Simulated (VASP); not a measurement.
```xyz
2
Lattice="2.8247 0.0000 0.0000 0.0000 2.8247 0.0000 0.0000 0.0000 2.8247" Properties=species:S:1:pos:R:3 pbc="T T T"
Ca     0.0000     0.0000     0.0000
O      1.4124     1.4124     1.4124
```

All values below come from PBEsol GGA, VASP's PBE PAW potentials (set 64) (plane waves; VASP). Settings: 620 eV cut-off, 9×9×9 Γ-centred mesh, Gaussian smearing of 0.050 eV, potentials Ca_sv O.

Q: Estimate the energy per atom (σ→0), pressure.

A: 
- energy per atom (σ→0) = -600.2 kJ/mol of atoms
- pressure = 10.01 GPa

Only differences to runs with the same potentials and settings are physical.

The structure was generated: CaO was put into the CsCl type type (Pm-3m), which need not be its known phase. It was relaxed first under an external pressure of 10 GPa.
